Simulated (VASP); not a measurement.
Given:

```yaml
crystal:
  lattice:
    - [6.06627, 0.00000, 0.00000]
    - [0.00000, 6.06627, 0.00000]
    - [0.00000, 0.00000, 6.06627]
  atoms:
    - { symbol: In, position: [0.00000, 0.00000, 0.00000] }
    - { symbol: In, position: [0.50000, 0.50000, 0.00000] }
    - { symbol: In, position: [0.50000, 0.00000, 0.50000] }
    - { symbol: As, position: [0.23896, 0.26104, 0.26104] }
    - { symbol: As, position: [0.76104, 0.73896, 0.26104] }
    - { symbol: As, position: [0.76104, 0.26104, 0.73896] }
    - { symbol: As, position: [0.23896, 0.73896, 0.73896] }
    - { symbol: Al, position: [0.00000, 0.50000, 0.50000] }
```

Computed with PBE GGA, VASP's PBE PAW potentials (set 64) (plane waves; VASP 6.6.1). Settings: 400 eV cut-off, Gaussian smearing of 0.050 eV, potentials In_d As Al.

Unless said otherwise, spin-orbit coupling is left out, though it shifts the bands of the heavy elements here.

Question: Predict the band gap (along the path) with the smallest direct gap where there is one.

Answer: 
The band gap (along the path) is none (metal, semimetal or under 0.01 eV).

The structure was generated: AlIn3As4 was put into an ordered model structure (P-43m), which need not be its known phase. It was relaxed first, which changed the volume by +5 %.
